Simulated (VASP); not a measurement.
Level of theory: r2SCAN meta-GGA, VASP's PBE PAW potentials (set 64) (plane waves; VASP).

Input for VASP

INCAR:
```
SYSTEM = Pt(111) slab
PREC = Normal
ENCUT = 400
EDIFF = 1E-6
NELM = 100
ALGO = Normal
LREAL = .FALSE.
LASPH = .TRUE.
ISMEAR = 1
SIGMA = 0.1
METAGGA = R2SCAN
LMIXTAU = .TRUE.
LMAXMIX = 6
LWAVE = .FALSE.
LCHARG = .FALSE.
NELMIN = 4
LDIPOL = .TRUE.
IDIPOL = 3
DIPOL = 0.5 0.5 0.5
LVHAR = .TRUE.
LORBIT = 11
```

**KPOINTS**
```
Automatic mesh
0
Gamma
  11 11 1
```

### POSCAR
```
Pt(111) slab
48.3845180
  0.0576201734   0.0000000000   0.0000000000
 -0.0288100763   0.0499005275   0.0000000000
  0.0000000000   0.0000000000   0.5000000007
Pt
4
Cart
  0.0000000000   0.0000000000   0.1795396018
  0.0288101190   0.0166334925   0.2267339456
 -0.0000000219   0.0332670349   0.2732660551
  0.0000000000   0.0000000000   0.3204603989
```

POTCAR, in this order: Pt (PBE.64 set). Program: vasp_std. Read from the step before: WAVECAR.

Output of the run:

### OSZICAR
```
       N       E                     dE             d eps       ncg     rms          rms(c)
DAV:   1    -0.204586869200E+03   -0.20459E+03   -0.48574E-07   504   0.791E-03    0.730E-04
DAV:   2    -0.204586871433E+03   -0.22334E-05   -0.55686E-07   504   0.710E-03    0.288E-03
DAV:   3    -0.204586870936E+03    0.49736E-06   -0.33433E-07   456   0.526E-03    0.173E-04
DAV:   4    -0.204586869978E+03    0.95775E-06   -0.44371E-08   384   0.229E-03
   1 F= -.20458687E+03 E0= -.20458344E+03  d E =-.102922E-01
```

OUTCAR:
```
------------------------ aborting loop because EDIFF is reached ----------------------------------------
  FORCE on cell =-STRESS in cart. coord.  units (eV):
  Direction    XX          YY          ZZ          XY          YZ          ZX
  --------------------------------------------------------------------------------------
  Total       -4.4309291     -4.4309280     -0.2042008     -0.0000009     -0.0000000     -0.0000000
  in kB      -43.5949742    -43.5949630     -2.0090889     -0.0000091     -0.0000000     -0.0000000
  external PRESSURE =     -29.7330087 kB  Pullay stress =       0.0000000 kB
  volume of cell :      162.84
      direct lattice vectors                 reciprocal lattice vectors
     2.787924315  0.000000000  0.000000000     0.358689795  0.207089602  0.000000000
    -1.393961654  2.414412969  0.000000000     0.000000000  0.414179352  0.000000000
     0.000000000  0.000000000 24.192259033     0.000000000  0.000000000  0.041335536
 POSITION                                       TOTAL-FORCE (eV/Angst)
 -----------------------------------------------------------------------------------
      0.00000      0.00000      8.68694         0.000000     -0.000000      0.026857
      1.39396      0.80480     10.97041        -0.000000     -0.000000     -0.016329
     -0.00000      1.60961     13.22185         0.000000      0.000000      0.016329
      0.00000      0.00000     15.50532        -0.000000      0.000000     -0.026857
 -----------------------------------------------------------------------------------
    total drift:                                0.000000      0.000000      0.000000
  FREE ENERGIE OF THE ION-ELECTRON SYSTEM (eV)
  ---------------------------------------------------
  free  energy   TOTEN  =      -204.5868699781 eV

  energy  without entropy=     -204.5765777427  energy(sigma->0) =     -204.58343923

 total charge

# of ion       s       p       d       tot
------------------------------------------
    1        0.633   0.449   8.009   9.090
    2        0.626   0.577   8.035   9.238
    3        0.626   0.577   8.035   9.238
    4        0.633   0.449   8.009   9.090
--------------------------------------------------
tot          2.517   2.052  32.087  36.656
```
(Selected blocks of OUTCAR.)

The cell is a thin slab with vacuum, built from Pt (fcc): (111) face. VASP warned that the highest band is occupied, so more bands are needed.
